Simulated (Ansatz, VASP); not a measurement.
Two plane-wave programs on HfTa4F

```
Hf Ta F
1.0
     3.67841    0.00000    0.00000
     0.00000    4.09182    0.00000
     0.00000    0.00000    6.63834
Hf Ta F
1 4 1
Direct
  0.00000 0.00000 0.50000
  0.50000 0.50000 0.50000
  0.00000 0.50000 0.80812
  0.00000 0.50000 0.19188
  0.00000 0.50000 0.50000
  0.00000 0.00000 0.00000
```

Alike in both runs: task single point; functional PBE; k mesh 6 × 4 × 4; occupations gaussian, width 0.1 eV; no spin polarisation.

|  | VASP | Ansatz |
| --- | --- | --- |
| version | VASP 6.6.1 | Ansatz 0.2.0 |
| potentials or method | VASP PAW PBE potentials, release 64 (Hf_pv, Ta_pv, F) | scalar-relativistic, plane waves, PAW |
| plane-wave cutoff (eV) | 520 | 420 |
| valence electrons in the cell | 61 | 85 |

```csv
,VASP,Ansatz,Ansatz less VASP
gap on the k mesh at the Fermi level (eV),none,none,-
rms of the force components (eV/Å),5.214,5.070,-0.1444
```

Atom by atom the forces differ by 0.144 eV/Å (rms over components). A gap of «none» marks a metal or a gap that the smearing closes. The two sets of potentials don't hold the same shells in valence.

Caveats: the k mesh is coarse (spacing up to 0.38 Å⁻¹), so the values aren't converged; an odd number of electrons without spin polarisation forces a metal; a magnetic or distorted state may lie lower. Spin-orbit coupling is left out, which matters for the levels of Hf, Ta.
